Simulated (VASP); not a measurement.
```xyz
2
Lattice="0.0000 2.7684 2.7684 2.7684 0.0000 2.7684 2.7684 2.7684 0.0000" Properties=species:S:1:pos:R:3 pbc="T T T"
Ag     0.0000     0.0000     0.0000
Cl     2.7684     2.7684     2.7684
```

These are PW91 GGA, VASP's PBE PAW potentials (set 64) (plane waves; VASP) values and carry that method's errors. Run with 520 eV cut-off, 8×8×8 Γ-centred mesh, Gaussian smearing of 0.050 eV, potentials Ag Cl.

Question: The job: AgCl (rock salt), 2 atoms, PW91, static run, 520 eV, 8×8×8 Γ-centred mesh. Roughly how much core time does it take on a busy server core?

Answer: About 10 core-seconds (one run on a shared machine, a rough figure). It had 29 irreducible k-points, 13 bands, up to 1158 plane waves and 12 electronic steps.

The compound is AgCl in the rock salt structure. This cell is one point of a volume scan, at 0.97 of the reference volume.
